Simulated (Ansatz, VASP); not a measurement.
## One calculation of CsRb, two programs

File INCAR:

```
SYSTEM = CsRb
ALGO = Normal
EDIFF = 1E-6
ENCUT = 520
GGA = CA
ISIF = 2
ISMEAR = 0
LASPH = .TRUE.
LCHARG = .TRUE.
LELF = .TRUE.
LREAL = .FALSE.
LVHAR = .TRUE.
LWAVE = .FALSE.
NBANDS = 16
NELM = 100
PREC = Accurate
SIGMA = 0.1
```

KPOINTS

```
k-points
0
G
  4 4 2
  0 0 0
```

Contents of POSCAR:

```
CsRb
1.0
    3.0378637800     -4.2531526300      0.0000000000
    3.0378637800      4.2531526300      0.0000000000
    0.0000000000      0.0000000000      8.3899400200
Cs Rb
1 1
Direct
    0.0000000000      0.0000000000      0.0000000000
    0.5000000000      0.5000000000      0.5000000000
```

Input for Ansatz:

```yaml
crystal:
  lattice:
    - [3.03786378, -4.25315263, 0.0]
    - [3.03786378, 4.25315263, 0.0]
    - [0.0, 0.0, 8.38994002]
  atoms:
    - { symbol: Cs, position: [0.0, 0.0, 0.0] }
    - { symbol: Rb, position: [0.5, 0.5, 0.5] }
basis:
  ecutwfc: 420
kpoints:
  mp_grid: { grid: [4, 4, 2] }
hamiltonian:
  xc: lda
scf:
  occupations: { method: gaussian, width: 0.1 }
output:
  forces: true
  stress: true
  eigenvalues: true
```

The cell comes from a database or a generator and needn't be the stable form of this composition.

Alike in both runs: task single point; functional LDA; k mesh 4 × 4 × 2; occupations gaussian, width 0.1 eV; no spin polarisation.

```csv
,VASP,Ansatz
version,VASP 6.6.1,Ansatz 0.2.0
potentials or method,"VASP PAW LDA potentials, release 64 (Cs_sv, Rb_sv)","scalar-relativistic, plane waves, PAW"
plane-wave cutoff (eV),520,420
valence electrons in the cell,18,18
```

|  | VASP | Ansatz | Ansatz less VASP |
| --- | --- | --- | --- |
| gap on the k mesh at the Fermi level (eV) | none | none | - |
| pressure (GPa) | -0.4 | -0.4 | 0.00 |
| largest component of the traceless stress (GPa) | 0.11 | 0.11 | +0.001 |

A gap of «none» marks a metal or a gap that the smearing closes.

Caveats: the k mesh is coarse (spacing up to 0.37 Å⁻¹), so the values aren't converged. Spin-orbit coupling is left out, which matters for the levels of Cs.
